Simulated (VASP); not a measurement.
Given:

```xyz
1
Lattice="0.0000 1.7816 1.7816 1.7549 0.0000 1.7816 1.7549 1.7816 0.0000" Properties=species:S:1:pos:R:3 pbc="T T T"
Cu     0.0000     0.0000     0.0000
```

These are PBEsol GGA, VASP's PBE PAW potentials (set 64) (plane waves; VASP 6.6.1) values and carry that method's errors. Numerical set-up: 480 eV cut-off, 16×16×16 Γ-centred mesh, first-order Methfessel-Paxton smearing of 0.10 eV, potentials Cu.

Q: Give the stress tensor in GPa (positive for a compressed cell).

A: 
```
3.76  0.00  0.00
0.00  2.95  0.00
0.00  0.00  2.95
```
The pressure is its mean diagonal, 3.22 GPa.

The compound is Cu in the fcc structure. This cell was strained or had an atom moved on purpose.
